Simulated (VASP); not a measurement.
Data:

```yaml
crystal:
  lattice:
    - [4.93129, 0.00000, 0.00000]
    - [0.00000, 4.93129, 0.00000]
    - [0.00000, 0.00000, 4.93129]
  atoms:
    - { symbol: Cs, position: [0.00000, 0.00000, 0.00000] }
```

Computed with PBEsol GGA, VASP's PBE PAW potentials (set 64) (plane waves; VASP). Run with 400 eV cut-off, 8×8×8 Γ-centred mesh, tetrahedra with Blöchl corrections, potentials Cs_sv.

Unless said otherwise, spin-orbit coupling is left out, though it shifts the bands of the heavy elements here.

**Question.** Estimate the energy per atom (σ→0), band gap (on the k-mesh) with the smallest direct gap where there is one.

**Answer.** 
The band gap (on the k-mesh) is none (metal, semimetal or under 0.01 eV) and the energy per atom (σ→0) comes out as -0.845 eV/atom.

The structure was generated: Cs was put into the simple-cubic type (Pm-3m), which need not be its known phase. It was relaxed first.
